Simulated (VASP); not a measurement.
Computed with PBEsol GGA, VASP's PBE PAW potentials (set 64) (plane waves; VASP).

The input files of a VASP run:

File KPOINTS:
```
K-points
0
Gamma
 11 11 6
```

**POSCAR**
```
SiGe
1.0
  3.3198888901   0.0000000003   0.0000000000
 -1.6599444448   2.8751069626   0.0000000000
  0.0000000000   0.0000000000   5.5385402006
Si Ge
2 2
Cartesian
  0.0000000000   0.0000000000   0.0000000000
  0.0000000000   0.0000000000   2.7692701003
 -0.0000016598   1.9167389335   1.3846350501
  1.6599461051   0.9583680294   4.1539051504
```

**INCAR**
```
EDIFF = 1E-6
NELM = 100   # most electronic steps
SIGMA = 0.1   # width (eV)
IBRION = 2   # conjugate gradients
ENCUT = 500
LMAXMIX = 4
ISIF = 3
LASPH = .True.
EDIFFG = -0.02
LCHARG = .False.
SYSTEM = SiGe
LREAL = .False.   # projection in real space or not
GGA = PS
PSTRESS = 450   # kbar
ISMEAR = 1   # Methfessel-Paxton
NSW = 40
LWAVE = .False.
ALGO = Normal
PREC = Accurate
```

POTCAR, in this order: Si Ge_d (PBE.64 set). Program: vasp_std.

Q: What will the output report for the number of irreducible k-points (NKPTS), largest plane-wave count, number of space-group operations, FFT grid (NGX, NGY, NGZ)?

A: 
```json
{
 "number of irreducible k-points (NKPTS)": "64",
 "largest_plane_wave_count": "1370",
 "number_of_space_group_operations": "24",
 "FFT grid (NGX, NGY, NGZ)": "24 × 24 × 40"
}
```

The structure was generated: SiGe was put into the NiAs type type (P6_3/mmc), which need not be its known phase. This run relaxes it under an external pressure of 45 GPa. Symmetry was kept, so distortions that lower it aren't found.
